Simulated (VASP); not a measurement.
The system is COH4, in a box.

```xyz
6
Lattice="12.6211 0.0000 0.0000 0.0000 13.1211 0.0000 0.0000 0.0000 13.6211" Properties=species:S:1:pos:R:3 pbc="T T T"
C     6.6417    6.5182    6.6941
O     5.2109    6.5408    6.7117
H     6.9384    5.8697    5.8594
H     7.0708    7.5218    6.5255
H     7.0619    6.1009    7.6263
H     4.9271    7.1118    7.4461
```

Base run:

- Program: VASP 6.6.1
- Functional: PBE
- Potentials or basis: VASP PAW PBE potentials, release 64 (C, O, H)
- Cutoff: 400 eV
- k mesh: 1 × 1 × 1
- Occupations: gaussian, width 0.01 eV
- Spin: no spin polarisation

Its results: gap between the frontier levels 5.56 eV; largest force 0.027 eV/Å.

Problem. After a change of settings the same cell gave: gap between the frontier levels 6.41 eV; largest force 0.403 eV/Å. Which change was it?
A. functional from PBE to r2SCAN; dispersion from none to rVV10
B. functional from PBE to RPBE
C. functional from PBE to RPBE; dispersion from none to D3(BJ)

Solution. A.

Caveats: the PAW data sets were made with another functional, which shifts forces and pressure a little (some runs).

Not every run made on this cell is shown here.
